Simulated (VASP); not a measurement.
These are r2SCAN meta-GGA, VASP's PBE PAW potentials (set 64) (plane waves; VASP) values and carry that method's errors.

The input files of a VASP run:

### POSCAR
```
MnS
1
   -0.0000000000     2.6040953615     2.6040953615
    2.6040953615    -0.0000000000     2.6040953615
    2.6040953615     2.6040953615     0.0000000000
Mn S
1 1
Direct
  1.0000000000   0.0000000000   1.0000000000
  0.5000000000   0.5000000000   0.5000000000
```

### INCAR
```
! general
SYSTEM =MnS
PREC   =Accurate
ENCUT  =400
LREAL  =.FALSE.   ! projection in real space or not
LASPH  =.TRUE.   ! aspherical one-centre terms

! electronic loop
EDIFF  =1E-6
NELM   =100
ALGO   =Normal   ! blocked Davidson
LMAXMIX=4
LMIXTAU=.TRUE.

! smearing
ISMEAR =1
SIGMA  =0.1   ! width (eV)

! functional
METAGGA=R2SCAN

! spin
ISPIN  =2   ! spin-polarised
MAGMOM =4.5 0.1

! ions
IBRION =2
NSW    =60   ! most ionic steps
ISIF   =3   ! ions, shape and volume
EDIFFG =-0.01

! output
LWAVE  =.FALSE.
LCHARG =.FALSE.
LORBIT =10
```

**KPOINTS**
```
Automatic mesh
0
Gamma
11 11 11
0 0 0
```

POTCAR, in this order: Mn_pv S (PBE.64 set). Program: vasp_std.

The moments were started parallel, and other spin orders were not tried in this run.

### Question
Predict the energy per atom (σ→0), cell moment, volume per atom, band gap (on the k-mesh).

### Answer

```json
{
 "energy per atom (σ→0)": "-12.438 eV/atom",
 "cell_moment": "4.99 μB",
 "band gap (on the k-mesh)": "none (metal, semimetal or under 0.01 eV)",
 "volume_per_atom": "17.72 Å^3/atom"
}
```

**OSZICAR**
```
...
DAV:   2    -0.248760952008E+02    0.29169E-02   -0.77989E-03  3360   0.152E+00    0.498E-01
DAV:   3    -0.248760967503E+02   -0.15495E-05   -0.80545E-04  3465   0.289E-01    0.131E-01
DAV:   4    -0.248760185286E+02    0.78222E-04   -0.98272E-05  3750   0.862E-02    0.721E-02
DAV:   5    -0.248760287409E+02   -0.10212E-04   -0.56864E-05  3733   0.492E-02    0.341E-02
DAV:   6    -0.248760128224E+02    0.15918E-04   -0.14852E-05  3696   0.526E-02    0.266E-02
DAV:   7    -0.248760311909E+02   -0.18368E-04   -0.49190E-06  3745   0.262E-02    0.353E-03
DAV:   8    -0.248760320995E+02   -0.90865E-06   -0.26250E-07  1862   0.494E-03
   2 F= -.24876032E+02 E0= -.24876034E+02  d E =-.421095E-04  mag=     4.9895
```

The structure comes from a measured MnS entry (Fm-3m) of the Crystallography Open Database, whose conditions weren't checked. This run relaxes it. Symmetry was kept, so distortions that lower it aren't found. The start is the result of an earlier pass.
